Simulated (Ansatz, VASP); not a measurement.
# Cross-check of CdSe (Cadmoselite) between VASP and Ansatz, part 2 of 2

Wanted: the spread between two codes on one cell, functional and k mesh.  Valence electrons are named where the data sets of a main pair hold unlike numbers.

VASP 6.6.1 and Ansatz 0.2.0.

So far. Step 2 (Ansatz: single point, PBE): The run ends at a pressure of 3.01 GPa, with forces up to 0.28 eV/Å. Step 5 (Ansatz: single point, r2SCAN): The run ends at a pressure of 1.56 GPa, with forces up to 0.28 eV/Å.

The database entry behind the starting cell differs from later determinations by our own check (inner coordinate of an old entry), so it need not match the best structure at ambient conditions.

### 7. Comparison

What differs besides the data sets and the points named for the pairs above, as far as they apply: VASP keeps PBE cores, Ansatz makes them for the functional; the data sets hold 72 valence electrons in Ansatz (on its default PAW (the set named soft_2) files) and 36 in VASP; the cutoff is 500 eV in Ansatz and 400 eV in VASP. Total energies have different zeros and are not compared.

The two programs side by side:

| quantity | Ansatz | VASP | difference |
| --- | --- | --- | --- |
| pressure (GPa) | 1.56 | 1.44 | +0.12 |
| gap on the k mesh (eV) | 1.197 | 1.186 | +0.011 |

Forces (eV/Å; atoms numbered as in POSCAR):

| atom | Ansatz x, y, z | VASP x, y, z |
| --- | --- | --- |
| Cd1 | 0.000, 0.000, 0.278 | 0.000, 0.000, 0.287 |
| Cd2 | 0.000, 0.000, 0.278 | 0.000, 0.000, 0.287 |
| Se3 | 0.000, 0.000, -0.278 | 0.000, 0.000, -0.287 |
| Se4 | 0.000, 0.000, -0.278 | 0.000, 0.000, -0.287 |

The forces differ by 5.0 meV/Å r.m.s., which is 3.0 % of the r.m.s. force of 0.166 eV/Å (both taken over all components). A gap on the mesh is an upper bound, since the band edges may lie between its points. Ansatz's pressure holds a Pulay correction of 0.04 GPa; VASP's holds none.

### 8. Further runs

Further runs change the set-up of one program: Ansatz's method, potentials or start, or VASP's data sets, cutoff or form of LDA. The table gives Ansatz less VASP for each quantity, since a change that brings one quantity closer may part another.

| run | r.m.s. force difference (meV/Å) | pressure (GPa) | gap on the k mesh (eV) |
| --- | --- | --- | --- |
| as above | 5.0 | 0.12 | 0.011 |
| Ansatz's all-electron LAPW method | 5.1 | 0.11 | 0.018 |

### 9. Ansatz: single point, LDA

With cell and atoms fixed, the geometry can't cause a difference; cores, projectors, grids and the points listed under the comparison can.

The input, input.yaml:

```yaml
crystal:
  lattice:
    - [4.3, 0.0, 0.0]
    - [-2.15, 3.7239092363, 0.0]
    - [0.0, 0.0, 7.02]
  atoms:
    - { symbol: Cd, position: [0.6666666667, 0.3333333333, 0.5] }
    - { symbol: Cd, position: [0.3333333333, 0.6666666667, 0.0] }
    - { symbol: Se, position: [0.6666666667, 0.3333333333, 0.885] }
    - { symbol: Se, position: [0.3333333333, 0.6666666667, 0.385] }
hamiltonian:
  xc: lda
  pseudopotentials: { kind: paw }
kpoints:
  mp_grid: { grid: [9, 9, 5] }
scf:
  occupations: { method: gaussian, width: 0.05 }
  n_extra_bands: 5
output:
  forces: true
  stress: true
  eigenvalues: true
  write_density: true
  write_potential: true
  elf: true
  volumetric_format: npy
```

Launch:

```bash
$ ansatz run input.yaml --threads 2 --pin off --max-ram 4608MiB --backend cpu --events-out ev --progress --plain --runs-dir out
```

Numbers of over 12 decimals in the logs are rounded to 6 here.

Output:

```text
[...]
Crystal: 4 atoms, lattice volume = 112.410 Å³
Basis set: ecut = 420 eV, 2189 PW (Γ)
Bands: 41, of which v1, the nominal top of the filled ones, is band 36 counted from 1 (35 counted from 0)
Symmetry: 12 space group operations
[...]
k-points: 36 of 405 (time reversal used)
[...]
k-point 0: bands = [... 32 lower, 6.4249, 7.1381, 7.1531, 7.1531, 7.5829, 9.0566, 12.9065, 12.9065, ... 1 higher]
  k-point 1: bands = [... 32 lower, 6.4893, 6.4893, 7.0779, 7.0779, 8.4594, 9.1261, 12.8084, 12.9602, ... 1 higher]
  k-point 2: bands = [... 32 lower, 6.6627, 6.6627, 6.8871, 6.8871, 9.1660, 9.2674, 12.5854, 13.1451, ... 1 higher]
  k-point 35: bands = [... 32 lower, 4.4261, 4.8219, 6.0097, 6.0097, 10.8836, 10.8836, 12.4261, 13.2430, ... 1 higher]
[key lines of the parts left out:]
SCF converged after 7 iterations
Free energy (F): -27004.427655 eV
Fermi energy:    7.370057 eV
P = ⅓ Tr σ = -1.8030 GPa (-18.030 kbar)
```

The job ended after 9.5 s (2 threads of Arm Neoverse V1, shared host; peak memory 0.41 GiB).

The run ends at a pressure of -1.80 GPa, with forces up to 0.25 eV/Å.

### 10. VASP: single point, LDA

The same cell, functional (in two slightly different forms), mesh and smearing now go to VASP, with its own data sets.

The input, INCAR:

```
SYSTEM = CdSe
PREC = Accurate
ENCUT = 400
EDIFF = 1E-07
NELM = 100
ISMEAR = 0
SIGMA = 0.05
LREAL = .FALSE.
ALGO = Normal
GGA = CA
NBANDS = 68
LWAVE = .FALSE.
LCHARG = .FALSE.
KPAR = 4
LOPTICS = .TRUE.
NEDOS = 2000
CSHIFT = 0.1
```

The input, POSCAR:

```
CdSe
1.0
    4.3000000000      0.0000000000      0.0000000000
   -2.1500000000      3.7239092363      0.0000000000
    0.0000000000      0.0000000000      7.0200000000
Cd Se
2 2
Direct
    0.6666666667      0.3333333333      0.5000000000
    0.3333333333      0.6666666667      0.0000000000
    0.6666666667      0.3333333333      0.8850000000
    0.3333333333      0.6666666667      0.3850000000
```

The input, KPOINTS:

```
Automatic mesh
0
Gamma
9 9 5
0 0 0
```

Potentials, in the order of the species: Cd and Se (PBE family, release 64).

Launch:

```bash
$ mpirun -np 4 vasp_std
```

Output:

```text
[banner, memory and clock lines left out]
running    4 mpi-ranks, on    1 nodes
[...]
[... a notice as in an earlier step ...]

 LDA part: xc-table for (Slater(with rela. corr.)+CA(PZ))
 , standard interpolation
 POSCAR, INCAR and KPOINTS ok, starting setup
[...]
entering main loop
       N       E                     dE             d eps       ncg     rms          rms(c)
DAV:   1     0.265478830563E+03    0.26548E+03   -0.11951E+04  4896   0.387E+02
DAV:   2     0.957774489774E+00   -0.26452E+03   -0.23335E+03  5632   0.142E+02
DAV:   3    -0.143621653343E+02   -0.15320E+02   -0.15127E+02  5736   0.376E+01
DAV:   4    -0.144407938725E+02   -0.78629E-01   -0.78605E-01  5624   0.281E+00
[...]
DAV:  11    -0.135690436586E+02   -0.54757E-05   -0.10759E-05  5536   0.120E-02    0.787E-03
DAV:  12    -0.135690438753E+02   -0.21677E-06   -0.11611E-06  5608   0.368E-03    0.479E-03
DAV:  13    -0.135690439638E+02   -0.88503E-07   -0.12745E-07  5456   0.155E-03
   1 F= -.13569044E+02 E0= -.13569044E+02  d E =-.178885E-11
 optical routines
 imaginary and real dielectric function
 recalculating local potential from charge density
 direction            1
 direction            2
 direction            3
```

From OUTCAR (step 10):

```text
  Total       -0.7393030     -0.7393030     -1.9355938      0.0000000      0.0000000      0.0000000
  in kB      -10.5372765    -10.5372765    -27.5879961      0.0000000      0.0000000      0.0000000
  external PRESSURE =     -16.2208497 kB  Pullay stress =       0.0000000 kB

 POSITION                                       TOTAL-FORCE (eV/Angst)
 -----------------------------------------------------------------------------------
      2.15000      1.24130      3.51000         0.000000      0.000000      0.267199
     -0.00000      2.48261      0.00000        -0.000000      0.000000      0.267199
      2.15000      1.24130      6.21270         0.000000      0.000000     -0.267199
     -0.00000      2.48261      2.70270        -0.000000      0.000000     -0.267199
 -----------------------------------------------------------------------------------
    total drift:                               -0.000000     -0.000000      0.000076

  FREE ENERGIE OF THE ION-ELECTRON SYSTEM (eV)
  ---------------------------------------------------
  free  energy   TOTEN  =       -13.5690439638 eV

  energy  without entropy=      -13.5690439638  energy(sigma->0) =      -13.56904396

[... 2 parts as in an earlier step ...]

[... 1 further part left out ...]
[key lines of the parts left out:]
E-fermi :   0.8536
```

The PAW data sets were made with PBE, though LDA sets exist; pressures can shift by 1 GPa and more with it.

### 11. Differences

What differs besides the data sets and the points named for the pairs above, as far as they apply: the two LDA forms differ slightly; the data sets hold 72 valence electrons in Ansatz (on its default PAW (the set named soft_2) files) and 36 in VASP; Ansatz makes its cores anew for this functional, VASP keeps those of its PBE data sets; VASP's log shows a relativistic correction to its local exchange, Ansatz's none. Total energies have different zeros and are not compared.

Compared:

| quantity | Ansatz | VASP | difference |
| --- | --- | --- | --- |
| pressure (GPa) | -1.80 | -1.62 | -0.18 |
| gap on the k mesh (eV) | 0.430 | 0.456 | -0.027 |

Forces (eV/Å; atoms numbered as in POSCAR):

| atom | Ansatz x, y, z | VASP x, y, z |
| --- | --- | --- |
| Cd1 | 0.000, 0.000, 0.253 | 0.000, 0.000, 0.267 |
| Cd2 | 0.000, 0.000, 0.253 | 0.000, 0.000, 0.267 |
| Se3 | 0.000, 0.000, -0.253 | 0.000, 0.000, -0.267 |
| Se4 | 0.000, 0.000, -0.253 | 0.000, 0.000, -0.267 |

The forces differ by 8.1 meV/Å r.m.s., which is 5.2 % of the r.m.s. force of 0.154 eV/Å (both taken over all components). A gap on the mesh is an upper bound, since the band edges may lie between its points.

### 12. Summary of results

* r.m.s. force difference (single point, PBE): 5.8 meV/Å
* r.m.s. force difference (single point, r2SCAN): 5.0 meV/Å
* r.m.s. force difference (single point, LDA): 8.1 meV/Å

What this shows: The r.m.s. force difference is 8.1 meV/Å (single point, LDA), within the 12 meV/Å picked in this series as the mark of a large difference. The data sets hold unlike numbers of valence electrons (72 in Ansatz and 36 in VASP), so part of the differences comes from the potentials. Single point, r2SCAN, Ansatz's all-electron LAPW method: the difference in gap on the k mesh goes from 0.011 to 0.018 eV. 3 further runs of this series are not shown here. How closely two codes agree says nothing of how well the functional describes the real material.

[Lines on the potential files, build, host, timing and source positions are cut from VASP's logs without a mark.]

[Logs are printed without paths, hosts, clocks, repeated set-up lines and the standing remarks that a program may print on its own settings, such as how far it seeks lower states.]

[Hosts, paths, dates, database ids (printed as entryN), source tags and the programs' standing remarks are cut or masked in the printed files.]
